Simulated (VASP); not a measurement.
Level of theory: PBE GGA, VASP's PBE PAW potentials (set 64) (plane waves; VASP).

A VASP calculation is set up with these files.

INCAR:
```
! general
SYSTEM   =  Mo
PREC     =  Accurate
ENCUT    =  400
LREAL    =  .FALSE.
LASPH    =  .TRUE.
NELECT   =  14.5

! electronic loop
EDIFF    =  1E-6
NELM     =  100
ALGO     =  Normal
LMAXMIX  =  4

! smearing
ISMEAR   =  0
SIGMA    =  0.05

! functional
GGA      =  PE

! ions
ISIF     =  2

! output
LWAVE    =  .FALSE.
LCHARG   =  .FALSE.
```

**KPOINTS**
```
kpoints
0
Gamma
 15 15 15
0 0 0
```

### POSCAR
```
Mo
1
   -1.5750000000     1.5750000000     1.5750000000
    1.5750000000    -1.5750000000     1.5750000000
    1.5750000000     1.5750000000    -1.5750000000
Mo
1
Direct
  0.0000000000   0.0000000000   0.0000000000
```

POTCAR, in this order: Mo_sv (PBE.64 set). Program: vasp_std.

Output of the run:

OSZICAR:
```
       N       E                     dE             d eps       ncg     rms          rms(c)
DAV:   1     0.833002609988E+02    0.83300E+02   -0.73517E+03  2664   0.110E+03
DAV:   2    -0.358927943625E+01   -0.86890E+02   -0.83339E+02  2856   0.311E+02
DAV:   3    -0.467288559952E+01   -0.10836E+01   -0.10762E+01  3067   0.347E+01
DAV:   4    -0.467554782728E+01   -0.26622E-02   -0.26620E-02  2873   0.201E+00
DAV:   5    -0.467556007389E+01   -0.12247E-04   -0.12247E-04  3080   0.132E-01    0.145E+01
DAV:   6    -0.456221487221E+01    0.11335E+00   -0.34036E-01  2823   0.765E+00    0.589E+00
DAV:   7    -0.448401069458E+01    0.78204E-01   -0.29787E-01  2966   0.620E+00    0.952E-01
DAV:   8    -0.448249743489E+01    0.15133E-02   -0.43425E-02  2802   0.275E+00    0.977E-01
DAV:   9    -0.447981604288E+01    0.26814E-02   -0.67778E-03  2808   0.959E-01    0.619E-02
DAV:  10    -0.447978965215E+01    0.26391E-04   -0.20741E-04  3037   0.173E-01    0.280E-02
DAV:  11    -0.447979003349E+01   -0.38134E-06   -0.24595E-06  2860   0.185E-02
   1 F= -.44797900E+01 E0= -.44792186E+01  d E =-.114294E-02
```

**OUTCAR**
```
------------------------ aborting loop because EDIFF is reached ----------------------------------------
  FORCE on cell =-STRESS in cart. coord.  units (eV):
  Direction    XX          YY          ZZ          XY          YZ          ZX
  --------------------------------------------------------------------------------------
  Total        8.4045741      8.4045741      8.4045741     -0.0000000      0.0000000      0.0000000
  in kB      861.6375709    861.6375709    861.6375709     -0.0000000      0.0000000      0.0000000
  external PRESSURE =     861.6375709 kB  Pullay stress =       0.0000000 kB
  volume of cell :       15.63
      direct lattice vectors                 reciprocal lattice vectors
    -1.575000000  1.575000000  1.575000000     0.000000000  0.317460317  0.317460317
     1.575000000 -1.575000000  1.575000000     0.317460317  0.000000000  0.317460317
     1.575000000  1.575000000 -1.575000000     0.317460317  0.317460317  0.000000000
 POSITION                                       TOTAL-FORCE (eV/Angst)
 -----------------------------------------------------------------------------------
      0.00000      0.00000      0.00000         0.000000     -0.000000      0.000000
 -----------------------------------------------------------------------------------
    total drift:                                0.000000      0.000000      0.000000
  FREE ENERGIE OF THE ION-ELECTRON SYSTEM (eV)
  ---------------------------------------------------
  free  energy   TOTEN  =        -4.4797900335 eV

  energy  without entropy=       -4.4786470930  energy(sigma->0) =       -4.47921856
```
(Selected blocks of OUTCAR.)

The cell is charged, with a uniform compensating background.

The compound is Mo in the bcc structure. The cell was not relaxed at this level. The run is one of a series of settings (ISMEAR = 0, NELECT = 14.5, SIGMA = 0.05 against the base run), some of them coarse on purpose.
